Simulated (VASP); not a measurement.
VASP input:

File KPOINTS:
```
Automatic mesh
0
Gamma
5 5 5
0 0 0
```

**POSCAR**
```
CdAs2
1
   -3.9822909575     3.9822909575     2.3298610880
    3.9822909575    -3.9822909575     2.3298610880
    3.9822909575     3.9822909575    -2.3298610880
Cd As
2 4
Direct
  0.7500000000   0.2500000000   0.5000000000
  0.0000000000   0.0000000000   0.0000000000
  0.3750000000   0.5668842188   0.6918842188
  0.3168842188   0.1250000000   0.6918842188
  0.8750000000   0.6831157812   0.3081157812
  0.4331157812   0.6250000000   0.3081157812
```

### INCAR
```
ALGO=Normal
EDIFF=1E-6
EDIFFG=-0.02
ENCUT=400
GGA=PS
IBRION=2
ISIF=3
ISMEAR=0
LASPH=T
LCHARG=F
LMAXMIX=4
LREAL=F
LWAVE=F
NELM=100
NSW=60
PREC=Accurate
SIGMA=0.05
SYSTEM=CdAs2
```

POTCAR, in this order: Cd As (PBE.64 set). Program: vasp_std.

Problem. Write an equivalent input for Ansatz.

Solution. One equivalent input (not run):
Ansatz 0.2 input:
```yaml
crystal:
  lattice:
    - [-3.9822910, 3.9822910, 2.3298611]
    - [3.9822910, -3.9822910, 2.3298611]
    - [3.9822910, 3.9822910, -2.3298611]
  atoms:
    - { symbol: Cd, position: [0.7500000, 0.2500000, 0.5000000] }
    - { symbol: Cd, position: [0.0000000, 0.0000000, 0.0000000] }
    - { symbol: As, position: [0.3750000, 0.5668842, 0.6918842] }
    - { symbol: As, position: [0.3168842, 0.1250000, 0.6918842] }
    - { symbol: As, position: [0.8750000, 0.6831158, 0.3081158] }
    - { symbol: As, position: [0.4331158, 0.6250000, 0.3081158] }
kpoints:
  mp_grid: { grid: [5, 5, 5] }
hamiltonian:
  xc: pbesol
  pseudopotentials: { kind: paw }
scf:
  occupations: { method: gaussian, width: 0.05 }
  max_iter: 100
relax:
  max_steps: 60
  f_tol: 0.02
  cell: {}
output: { forces: true, stress: true, eigenvalues: true }
```
What does not carry over: each code has its own PAW files, so the cut-off isn't converted (ENCUT is set for VASP's; basis.ecutwfc is left out, and Ansatz then takes the one that its files recommend); Ansatz stops its SCF on the density residual and VASP on the energy change (EDIFF).

The structure comes from a computed database's CdAs2 entry (I4_122); how it stands against other phases isn't given here. This run relaxes it. Symmetry was kept, so distortions that lower it aren't found. The start is the result of an earlier pass.
